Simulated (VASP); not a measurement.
Input of a VASP 6.6.1 run:

File INCAR:

```
SYSTEM = LiBi
PREC = Accurate
ENCUT = 520
EDIFF = 1E-7
ISMEAR = -1
SIGMA = 0.025
LREAL = .False.
LASPH = .True.
NELM = 150
ALGO = Fast
ISIF = 2
LWAVE = .False.
LCHARG = .False.
LNONCOLLINEAR = .True.
MAGMOM = 0 0 0 0 0 0
LORBIT = 11
LSORBIT = .True.
GGA_COMPAT = .False.
LORBMOM = .True.
GGA = CA
IBRION = 2
NSW = 60
EDIFFG = -0.03
```

File KPOINTS:

```
regular mesh
0
Gamma
  9 9 9
  0 0 0
```

The input POSCAR:

```
LiBi
1.0
    3.5537770000      0.0000000000      0.0000000000
    0.0000000000      3.5537770000      0.0000000000
    0.0000000000      0.0000000000      3.5537770000
Bi Li
1 1
Direct
    0.0000000000      0.0000000000      0.0000000000
    0.5000000000      0.5000000000      0.5000000000
```

Potentials or basis: VASP PAW LDA potentials, release 64 (Bi_d, Li_sv).

The run is started by

```bash
$ cat potpaw_LDA.64/Bi_d/POTCAR potpaw_LDA.64/Li_sv/POTCAR > POTCAR
$ mpirun -np 1 vasp_ncl > vasp.out
```

Q: Estimate the net moment.

A: 0.00 μB per cell.

Final structure:
```
Bi Li
1.0
     3.55378    0.00000    0.00000
     0.00000    3.55378    0.00000
     0.00000    0.00000    3.55378
Bi Li
1 1
Cartesian
  0.0000 0.0000 0.0000
  1.7769 1.7769 1.7769
```

Caveat: the relaxation stopped at its first step, so nothing moved.
